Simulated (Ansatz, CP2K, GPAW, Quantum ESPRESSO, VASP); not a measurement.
## KPt: 5 runs at one level of theory

```
CELL_PARAMETERS angstrom
3.00085 0.00000 0.00000
-1.50042 2.59881 0.00000
0.00000 0.00000 5.34558
ATOMIC_POSITIONS crystal
Pt 0.66667 0.33333 0.00000
K 0.00000 0.00000 0.50000
```

The cell comes from a database or a generator and needn't be the stable form of this composition.

Alike in all runs: task single point; functional PBE; k mesh 10 × 10 × 5; occupations fermi-dirac, width 0.05 eV; no spin polarisation; no spin-orbit coupling. Pressure is positive in compression and, in plane waves, holds the error of the finite cutoff, which Ansatz's Pulay term estimates and takes out.

| program and potentials | plane-wave cutoff (eV) | notes | pressure (GPa) |
| --- | --- | --- | --- |
| Ansatz, Ansatz PAW | 420 | 13.5 valence electrons an atom on average; Pulay term of +0.03 GPa included | 0.35 |
| VASP, PBE PAW files K_sv, Pt, 520 eV | 520 | 9.5 valence electrons an atom on average | 0.51 |
| Quantum ESPRESSO, SSSP 1.3 efficiency PBE | 816 | 12.5 valence electrons an atom on average | 0.09 |
| CP2K, POTENTIAL_UZH Pt GTH-PBE-q18, K GTH-PBE-q9; TZVP-MOLOPT-PBE-GTH basis | - | atomic basis; 13.5 valence electrons an atom on average | 0.23 |
| GPAW, GPAW PAW data sets (gpaw-data 1.2.1) | 600 | 12.5 valence electrons an atom on average | 0.50 |

The pressure spans 0.09 (Quantum ESPRESSO, SSSP 1.3 efficiency PBE) to 0.51 GPa (VASP, PBE PAW files K_sv, Pt, 520 eV). Rows in atomic bases carry the error of their basis and grid, which can be large.

The functional is the same throughout but for its coding, so the spread measures potentials, basis and numerics; runs on potential files found faulty are left out.
